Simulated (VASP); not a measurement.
## Which face does Tc expose?

Which face of Tc is cheapest, and which holds its electrons hardest?

Calculated with VASP 6.6.1; PBEsol; plane waves and PAW (Tc).

### Step 1. The structure

The structure is hexagonal, space group P6_3/mmc (No. 194). The conventional cell has a = 2.740 Å, b = 2.740 Å, c = 4.395 Å, α = 90.00°, β = 90.00°, γ = 120.00°. Nearest to Tc lie 12 Tc at 2.71 to 2.74 Å.

Coordinates:

```xyz
2
Lattice="2.7400 0.0000 0.0000 -1.3700 2.3729 0.0000 0.0000 0.0000 4.3950" Properties=species:S:1:pos:R:3 pbc="T T T"
Tc    0.0000    0.0000    0.0000
Tc    0.0000    1.5819    2.1975
```

### Step 2. The bulk reference, job relaxation, k-mesh 16×16×9

The bulk crystal is relaxed first, so that the slabs are cut at this functional's lattice.

INCAR reads:

```
SYSTEM = Tc
PREC = Accurate
ENCUT = 420
EDIFF = 1E-06
NELM = 120
ISMEAR = 1
SIGMA = 0.15
LREAL = .FALSE.
ALGO = Normal
GGA = PS
NBANDS = 13
LASPH = .TRUE.
LORBIT = 11
LWAVE = .FALSE.
LCHARG = .FALSE.
KPAR = 4
IBRION = 2
NSW = 30
ISIF = 3
EDIFFG = -0.01
POTIM = 0.4
```

POSCAR reads:

```
Tc
1.0
    2.7400000000      0.0000000000      0.0000000000
   -1.3700000000      2.3729096064      0.0000000000
    0.0000000000      0.0000000000      4.3949600000
Tc
2
Direct
    0.0000000000      0.0000000000      0.0000000000
    0.3333333333      0.6666666667      0.5000000000
```

KPOINTS reads:

```
Automatic mesh
0
Gamma
16 16 9
0 0 0
```

The projector-augmented-wave data sets are Tc (PBE family, release 64).

Command:

```console
mpirun -np 4 vasp_std
```

What it wrote:

```text
[banner, memory and clock lines left out]
running    4 mpi-ranks, on    1 nodes
 distrk:  each k-point on    1 cores,    4 groups
 distr:  one band on    1 cores,    1 groups

 POSCAR found type information on POSCAR Tc
 POSCAR found :  1 types and       2 ions
|                                                                             |
|               ----> ADVICE to this user running VASP <----                  |
|                                                                             |
|     You enforced a specific xc type in the INCAR file but a different       |
|     [... a line on the potential file left out ...]
|     I HOPE YOU KNOW WHAT YOU ARE DOING!                                     |
|                                                                             |

 LDA part: xc-table for (Slater+PW92), standard interpolation
 POSCAR, INCAR and KPOINTS ok, starting setup
 FFT: planning ... GRIDC
 FFT: planning ... GRID_SOFT
 FFT: planning ... GRID
 WAVECAR not read
 entering main loop
       N       E                     dE             d eps       ncg     rms          rms(c)
DAV:   1     0.372370456027E+02    0.37237E+02   -0.54022E+03  3900   0.782E+02
DAV:   2    -0.228414390531E+02   -0.60078E+02   -0.54640E+02  4626   0.173E+02
DAV:   3    -0.242071432061E+02   -0.13657E+01   -0.13458E+01  4645   0.267E+01
DAV:   4    -0.242175968494E+02   -0.10454E-01   -0.10453E-01  4765   0.256E+00
DAV:   5    -0.242177794766E+02   -0.18263E-03   -0.18263E-03  4815   0.336E-01    0.244E+01
DAV:   6    -0.228547472668E+02    0.13630E+01   -0.18612E+00  4425   0.113E+01    0.805E+00
DAV:   7    -0.225781809053E+02    0.27657E+00   -0.57689E-01  4840   0.611E+00    0.350E-01
DAV:   8    -0.225635002535E+02    0.14681E-01   -0.72601E-03  4535   0.570E-01    0.141E-01
DAV:   9    -0.225611247296E+02    0.23755E-02   -0.10578E-03  4715   0.201E-01    0.323E-02
DAV:  10    -0.225611456374E+02   -0.20908E-04   -0.85971E-05  4826   0.745E-02    0.288E-02
DAV:  11    -0.225611396571E+02    0.59803E-05   -0.20984E-06  3941   0.130E-02    0.343E-03
DAV:  12    -0.225611384119E+02    0.12452E-05   -0.13529E-07  2795   0.290E-03    0.867E-04
DAV:  13    -0.225611384931E+02   -0.81253E-07   -0.17371E-08  2505   0.101E-03
   1 F= -.22561138E+02 E0= -.22560852E+02  d E =-.225611E+02
 curvature:   0.00 expect dE= 0.000E+00 dE for cont linesearch  0.000E+00
 trial: gam= 0.00000 g(F)=  0.162E-48 g(S)=  0.140E+00 ort = 0.000E+00 (trialstep = 0.100E+01)
 search vector abs. value=  0.140E+00
 bond charge predicted
       N       E                     dE             d eps       ncg     rms          rms(c)
DAV:   1    -0.227853008517E+02   -0.22416E+00   -0.12453E+01  4185   0.326E+01    0.889E+00
DAV:   2    -0.225037371609E+02    0.28156E+00   -0.36125E-01  4380   0.518E+00    0.247E+00
DAV:   3    -0.224599460133E+02    0.43791E-01   -0.10046E-01  4520   0.262E+00    0.455E-01
DAV:   4    -0.224618256832E+02   -0.18797E-02   -0.34340E-03  4555   0.330E-01    0.444E-02
DAV:   5    -0.224623967428E+02   -0.57106E-03   -0.50305E-04  4754   0.145E-01    0.470E-02
DAV:   6    -0.224624928924E+02   -0.96150E-04   -0.11934E-04  4560   0.822E-02    0.204E-02
DAV:   7    -0.224624930143E+02   -0.12194E-06   -0.43431E-06  4708   0.162E-02
   2 F= -.22462493E+02 E0= -.22462035E+02  d E =0.986455E-01
[...]
3 F= -.22583129E+02 E0= -.22582766E+02  d E =-.219904E-01
[...]
4 F= -.22583139E+02 E0= -.22582775E+02  d E =-.220008E-01
[...]
5 F= -.22583132E+02 E0= -.22582767E+02  d E =-.219938E-01
[...]
6 F= -.22583236E+02 E0= -.22582886E+02  d E =-.103771E-03
[...]
7 F= -.22583236E+02 E0= -.22582886E+02  d E =-.103896E-03
[...]
8 F= -.22583210E+02 E0= -.22582863E+02  d E =0.259770E-04
 trial-energy change:    0.000026  1 .order    0.000021   -0.000053    0.000095
 step:   0.2711(harm=  0.3063)  dis= 0.00000  next Energy=   -22.583244 (dE=-0.819E-05)
 bond charge predicted
       N       E                     dE             d eps       ncg     rms          rms(c)
DAV:   1    -0.225832932430E+02   -0.82721E-04   -0.18702E-03  4155   0.395E-01    0.104E-01
DAV:   2    -0.225832483186E+02    0.44924E-04   -0.65822E-05  4260   0.704E-02    0.275E-02
DAV:   3    -0.225832433230E+02    0.49957E-05   -0.14318E-05  4490   0.306E-02    0.429E-03
DAV:   4    -0.225832440191E+02   -0.69610E-06   -0.39563E-07  2065   0.382E-03
   9 F= -.22583244E+02 E0= -.22582895E+02  d E =-.780869E-05
 curvature:  -0.15 expect dE=-0.429E-07 dE for cont linesearch -0.411E-07
 trial: gam=-0.06193 g(F)=  0.470E-47 g(S)=  0.281E-06 ort = 0.407E-05 (trialstep = 0.742E+00)
 search vector abs. value=  0.134E-07
 reached required accuracy - stopping structural energy minimisation
```

Wall time 31 s (4 MPI ranks of Intel Xeon 6975P-C (Granite Rapids), shared host); peak memory 0.69 GiB.

Lines that name or quote the potential files are left out of all logs, and their timing lines are given in words.

Parts of OUTCAR (step 2):

```text
ion  position               nearest neighbor table
   1  0.000  0.000  0.000-   2 2.71   2 2.71   2 2.71   2 2.71   2 2.71   2 2.71
   2  0.333  0.667  0.500-   1 2.71   1 2.71   1 2.71   1 2.71   1 2.71   1 2.71

  LATTYP: Found a hexagonal cell.
 ALAT       =     2.7400000000
 C/A-ratio  =     1.6040000000

 Subroutine GETGRP returns: Found 24 space group operations
 (whereof 12 operations were pure point group operations)

The static configuration has the point symmetry D_3h.
 The point group associated with its full space group is D_6h.

 Found    150 irreducible k-points:

   k-points           NKPTS =    150   k-points in BZ     NKDIM =    150   number of bands    NBANDS=     13

   dimension x,y,z NGX =    18 NGY =   18 NGZ =   30
   dimension x,y,z NGXF=    36 NGYF=   36 NGZF=   60

   ENCUT  =  420.0 eV  30.87 Ry    5.56 a.u.   4.58  4.58  7.34*2*pi/ulx,y,z

   NELECT =      14.0000    total number of electrons

 k-points in reciprocal lattice and weights: Automatic mesh
   0.00000000  0.00000000  0.00000000       0.000
   0.06250000  0.00000000  0.00000000       0.003
   0.12500000  0.00000000  0.00000000       0.003
   0.18750000  0.00000000  0.00000000       0.003
   0.25000000  0.00000000  0.00000000       0.003
   0.31250000  0.00000000  0.00000000       0.003
   0.37500000  0.00000000  0.00000000       0.003
   0.43750000  0.00000000  0.00000000       0.003
   0.50000000  0.00000000  0.00000000       0.001
[...]
0.37500000  0.25000000  0.44444444       0.005
   0.31250000  0.31250000  0.44444444       0.005

 average (electrostatic) potential at core
       1 -63.9958       2 -63.9958

 E-fermi :  13.5293

 k-point     1 :       0.0000    0.0000    0.0000
  band No.  band energies     occupation
    ...
      5      12.0203      2.00000
      6      12.6700      2.00000
      7      12.6700      2.00000
      8      13.3761      2.05440
      9      13.3761      2.05440
     10      15.2865     -0.00000
     11      16.1880     -0.00000
     12      16.1880     -0.00000
     13      25.0190      0.00000

 k-point     2 :       0.0625    0.0000    0.0000
  band No.  band energies     occupation
    ...
      5      12.3164      2.00000
      6      12.5880      2.00000
      7      12.7923      2.00000
      8      13.1885      2.00604
      9      13.2695      2.03435
     10      14.3937     -0.00000
     11      16.2578     -0.00000
     12      17.2953      0.00000
     13      25.0023      0.00000

 k-point     3 :       0.1250    0.0000    0.0000
  band No.  band energies     occupation
    ...
      5      12.4216      2.00000
      6      12.4584      2.00000
      7      12.7443      2.00000
      8      12.9958      2.00001
      9      13.1513      2.00212
     10      13.6747     -0.04334
     11      16.4258     -0.00000
     12      18.8398      0.00000
     13      24.9254      0.00000

  Total        0.0017681      0.0017681      0.0028872      0.0000000      0.0000000     -0.0000000
  in kB        0.1019376      0.1019376      0.1664592      0.0000000      0.0000000     -0.0000000
  external PRESSURE =       0.1234448 kB  Pullay stress =       0.0000000 kB

  energy-cutoff  :      420.00
  volume of cell :       27.79
      direct lattice vectors                 reciprocal lattice vectors
     2.717825331 -0.000000000  0.000000000     0.367941232  0.212430969  0.000000000
    -1.358912666  2.353705780 -0.000000000     0.000000000  0.424861938  0.000000000
    -0.000000000 -0.000000000  4.344089771    -0.000000000  0.000000000  0.230197821

 POSITION                                       TOTAL-FORCE (eV/Angst)
 -----------------------------------------------------------------------------------
     -0.00000      0.00000     -0.00000        -0.000000      0.000000      0.000000
     -0.00000      1.56914      2.17204         0.000000     -0.000000      0.000000
 -----------------------------------------------------------------------------------
    total drift:                                0.000000     -0.000000     -0.000000

  FREE ENERGIE OF THE ION-ELECTRON SYSTEM (eV)
  ---------------------------------------------------
  free  energy   TOTEN  =       -22.5832440191 eV

  energy  without entropy=      -22.5821981846  energy(sigma->0) =      -22.58289541

 reached required accuracy - stopping structural energy minimisation

 total charge
# of ion       s       p       d       tot
------------------------------------------
    1        0.593   0.749   5.503   6.845
    2        0.593   0.749   5.503   6.845
--------------------------------------------------
tot          1.186   1.498  11.006  13.690

[... 3 further parts left out ...]
```

CONTCAR:

```
Tc
   1.00000000000000
     2.7178253312637271   -0.0000000000000000    0.0000000000000000
    -1.3589126656318635    2.3537057799531369   -0.0000000000000000
    -0.0000000000000000   -0.0000000000000000    4.3440897712750015
  Tc
     2
Direct
     0.0000000000000000    0.0000000000000000    0.0000000000000000
     0.3333333332999970    0.6666666667000030    0.5000000000000000
```

The PAW data sets were made with PBE, which is usual practice but a small mismatch for other functionals. The data set Tc keeps the semicore shell frozen, which is cheaper and a little less accurate. The run keeps the 24 symmetry operations of its start, so it cannot find a distortion of lower symmetry.

Step by step:

```tsv
step	energy less that of the first step (eV)	largest force (eV/Å)	pressure (GPa)	volume (Å³)
1	0.0000	0.0000	-8.69	28.58
2	0.0986	0.0000	24.07	26.09
3	-0.0220	0.0000	-0.17	27.80
4	-0.0220	0.0000	0.01	27.79
5	-0.0220	0.0000	0.20	27.77
6	-0.0221	0.0000	0.19	27.77
7	-0.0221	0.0000	0.19	27.77
8	-0.0221	0.0000	-0.34	27.82
9	-0.0221	0.0000	0.01	27.79
```

```tsv
conventional cell, symmetrised	before	after	change
a (Å)	2.740	2.718	-0.8 %
b (Å)	2.740	2.718	-0.8 %
c (Å)	4.395	4.344	-1.2 %
volume (Å³/atom)	14.29	13.89	-2.8 %
```

Final coordinates:

```cif
data_structure
_symmetry_space_group_name_H-M 'P 1'
_symmetry_Int_Tables_number 1
_cell_length_a 2.7178
_cell_length_b 2.7178
_cell_length_c 4.3441
_cell_angle_alpha 90.000
_cell_angle_beta 90.000
_cell_angle_gamma 120.000
_cell_volume 27.79
loop_
_atom_site_label
_atom_site_type_symbol
_atom_site_fract_x
_atom_site_fract_y
_atom_site_fract_z
_atom_site_occupancy
Tc1 Tc 0.00000 0.00000 0.00000 1
Tc2 Tc 0.33333 0.66667 0.50000 1
```

Numbers from this step:

* electronic cycles: 47
* electrons: 14
* free energy (TOTEN): -22.58 eV
* energy at zero smearing: -22.58 eV
* Fermi energy: 13.53 eV
* metallic: yes

The run ended after 9 ionic steps, 0.022 eV below its first step, once forces and stress met EDIFFG = -0.01.

Energy at zero smearing: -22.58290 eV.

### Step 3. The bulk reference, job self-consistent run, k-mesh 20×20×11

INCAR reads:

```
SYSTEM = Tc
PREC = Normal
ENCUT = 320
EDIFF = 1E-06
NELM = 120
ISMEAR = 1
SIGMA = 0.15
LREAL = .FALSE.
ALGO = Fast
GGA = PS
NBANDS = 13
LASPH = .TRUE.
LORBIT = 11
LWAVE = .FALSE.
LCHARG = .FALSE.
KPAR = 4
```

POSCAR reads:

```
Tc
1.0
    2.7178253313      0.0000000000      0.0000000000
   -1.3589126656      2.3537057800      0.0000000000
    0.0000000000      0.0000000000      4.3440897713
Tc
2
Direct
    0.0000000000      0.0000000000      0.0000000000
    0.3333333333      0.6666666667      0.5000000000
```

KPOINTS reads:

```
Automatic mesh
0
Gamma
20 20 11
0 0 0
```

Command:

```console
mpirun -np 4 vasp_std
```

What it wrote:

```text
[banner, memory and clock lines left out]
running    4 mpi-ranks, on    1 nodes
 distrk:  each k-point on    1 cores,    4 groups
 distr:  one band on    1 cores,    1 groups

 POSCAR found type information on POSCAR Tc
 POSCAR found :  1 types and       2 ions
 [... a notice as in an earlier step ...]

 LDA part: xc-table for (Slater+PW92), standard interpolation
 POSCAR, INCAR and KPOINTS ok, starting setup
 FFT: planning ... GRIDC
 FFT: planning ... GRID_SOFT
 FFT: planning ... GRID
 WAVECAR not read
 entering main loop
       N       E                     dE             d eps       ncg     rms          rms(c)
DAV:   1     0.256697252695E+02    0.25670E+02   -0.46167E+03  7064   0.617E+02
DAV:   2    -0.231818622516E+02   -0.48852E+02   -0.44069E+02  8000   0.151E+02
DAV:   3    -0.241790452627E+02   -0.99718E+00   -0.98932E+00  8274   0.224E+01
DAV:   4    -0.241868609178E+02   -0.78157E-02   -0.78151E-02  8404   0.217E+00
DAV:   5    -0.241869975012E+02   -0.13658E-03   -0.13658E-03  8589   0.281E-01    0.254E+01
RMM:   6    -0.228901918697E+02    0.12968E+01   -0.15667E+00  6897   0.973E+00    0.921E+00
RMM:   7    -0.226076530538E+02    0.28254E+00   -0.77952E-01  7064   0.640E+00    0.574E-01
RMM:   8    -0.225959060593E+02    0.11747E-01   -0.32823E-02  7246   0.128E+00    0.263E-01
RMM:   9    -0.225940826863E+02    0.18234E-02   -0.61585E-03  7304   0.460E-01    0.102E-01
RMM:  10    -0.225940940241E+02   -0.11338E-04   -0.86918E-04  7444   0.232E-01    0.273E-02
RMM:  11    -0.225941108800E+02   -0.16856E-04   -0.17364E-04  7593   0.838E-02    0.530E-03
RMM:  12    -0.225941130102E+02   -0.21302E-05   -0.25593E-05  7699   0.364E-02    0.964E-03
RMM:  13    -0.225941137394E+02   -0.72913E-06   -0.51663E-06  6195   0.145E-02
   1 F= -.22594114E+02 E0= -.22594732E+02  d E =0.185551E-02
```

Elapsed: 6.2 s, on 4 MPI ranks; peak memory 0.53 GiB.

Parts of OUTCAR (step 3):

```text
  LATTYP: Found a hexagonal cell.
 ALAT       =     2.7178253313
 C/A-ratio  =     1.5983697412

 Found    264 irreducible k-points:

   k-points           NKPTS =    264   k-points in BZ     NKDIM =    264   number of bands    NBANDS=     13

   dimension x,y,z NGX =    12 NGY =   12 NGZ =   20
   dimension x,y,z NGXF=    24 NGYF=   24 NGZF=   40

   ENCUT  =  320.0 eV  23.52 Ry    4.85 a.u.   3.96  3.96  6.34*2*pi/ulx,y,z

   NELECT =      14.0000    total number of electrons

 E-fermi :  13.5074

 k-point     1 :       0.0000    0.0000    0.0000
  band No.  band energies     occupation
    ...
      5      12.0213      2.00000
      6      12.6714      2.00000
      7      12.6715      2.00000
      8      13.3769      2.01172
      9      13.3769      2.01171
     10      15.2855     -0.00000
     11      16.1883     -0.00000
     12      16.1883     -0.00000
     13      25.0172      0.00000

 k-point     2 :       0.0500    0.0000    0.0000
  band No.  band energies     occupation
    ...
      5      12.2505      2.00000
      6      12.6168      2.00000
      7      12.7496      2.00000
      8      13.2624      2.04308
      9      13.3078      2.06791
     10      14.6015     -0.00000
     11      16.2343     -0.00000
     12      17.0048      0.00000
     13      25.0073      0.00000

  Total       -0.1302008     -0.1302008     -0.0949249     -0.0000000      0.0000000      0.0000000
  in kB       -7.5067461     -7.5067461     -5.4729086     -0.0000000      0.0000000      0.0000000
  external PRESSURE =      -6.8288003 kB  Pullay stress =       0.0000000 kB

  energy-cutoff  :      320.00
  volume of cell :       27.79
      direct lattice vectors                 reciprocal lattice vectors
     2.717825331  0.000000000  0.000000000     0.367941232  0.212430969  0.000000000
    -1.358912666  2.353705780  0.000000000     0.000000000  0.424861938  0.000000000
     0.000000000  0.000000000  4.344089771     0.000000000  0.000000000  0.230197821

 POSITION                                       TOTAL-FORCE (eV/Angst)
 -----------------------------------------------------------------------------------
      0.00000      0.00000      0.00000         0.000000      0.000000      0.000000
     -0.00000      1.56914      2.17204        -0.000000     -0.000000      0.000000
 -----------------------------------------------------------------------------------
    total drift:                                0.000000     -0.000000     -0.000000

  FREE ENERGIE OF THE ION-ELECTRON SYSTEM (eV)
  ---------------------------------------------------
  free  energy   TOTEN  =       -22.5941137394 eV

  energy  without entropy=      -22.5959692528  energy(sigma->0) =      -22.59473224

 total charge
# of ion       s       p       d       tot
------------------------------------------
    1        0.593   0.750   5.498   6.841
    2        0.593   0.750   5.498   6.841
--------------------------------------------------
tot          1.186   1.501  10.995  13.682

[... 2 parts as in an earlier step ...]

[... 7 further parts left out ...]
```

This step gave:

* electronic cycles: 13
* free energy (TOTEN): -22.59 eV
* energy at zero smearing: -22.59 eV
* Fermi energy: 13.51 eV

Energy at zero smearing: -22.59473 eV.

The run ends at a pressure of -0.68 GPa.

[end of part 1 of 5]

[Lines on the potential files, build, host, timing and source positions are cut from VASP's logs without a mark.]

[Logs are printed without paths, hosts, clocks, repeated set-up lines and the standing remarks that a program may print on its own settings, such as how far it seeks lower states.]

[Hosts, paths, dates, database ids (printed as entryN), source tags and the programs' standing remarks are cut or masked in the printed files.]

[Runs that stopped without an error message from VASP are left out.]
